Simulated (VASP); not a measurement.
Runs of VASP 6.6.1 on Co. Symmetry: P6_3/mmc, No. 194, hexagonal system. The conventional cell has a = 2.507 Å, b = 2.507 Å, c = 4.070 Å, α = 90.00°, β = 90.00°, γ = 120.00°. Co (site symmetry -6m2) is surrounded by 12 Co at 2.50 to 2.51 Å. 

| level | potentials or basis | spin | k mesh | cutoff (eV) | mesh quality | gap on the mesh (eV) | pressure (GPa) | moment (μB) | relaxed volume (Å³/atom) |
| --- | --- | --- | --- | --- | --- | --- | --- | --- | --- |
| PBE | VASP PAW PBE potentials, release 64 (Co) | collinear, ferromagnetic start | 21 × 21 × 10 | 600 | not flagged | none | 0.0 | 3.20 | (b) |
| PBEsol | VASP PAW PBE potentials, release 64 (Co) | collinear, ferromagnetic start | 21 × 21 × 10 | 580 | not flagged | none | 0.1 | 3.10 | 10.32 |
| PBEsol | VASP PAW PBE potentials, release 64 (Co) | collinear, ferromagnetic start | 21 × 21 × 10 | 480 | not flagged | none | 0.1 | 3.11 | 10.32 |
| PBEsol | VASP PAW PBE potentials, release 64 (Co) | collinear, ferromagnetic start | 21 × 21 × 10 | 600 | not flagged | none | 0.1 | 3.10 | 10.32 |
| LDA | VASP PAW LDA potentials, release 64 (Co) | collinear, ferromagnetic start | 21 × 21 × 10 | 600 | not flagged | none | 0.0 | 2.99 | (c) |
| PBEsol | VASP PAW PBE potentials, release 64 (Co) | off | 21 × 21 × 10 | 600 | not flagged | none | 0.0 | - | 9.86 |
| RPBE | VASP PAW PBE potentials, release 64 (Co) | collinear, ferromagnetic start | 21 × 21 × 10 | 600 | not flagged | none | 0.0 | 3.28 | (a) |
| PBEsol | VASP PAW PBE potentials, release 64 (Co) | collinear, ferromagnetic start | 9 × 9 × 4 | 600 | coarse | none | 0.0 | 2.99 | 10.28 |

Alike in all rows: task relaxation of cell and atoms; cell relaxed; smearing gaussian 0.1 eV.

Estimate the missing entries.

(a) 11.15; (b) 10.81; (c) 9.97.

Caveats: some runs use coarse meshes; the PAW data sets were made with another functional, which shifts forces and pressure a little (some runs).

A gap of «none» marks a metal or a gap under the smearing width.
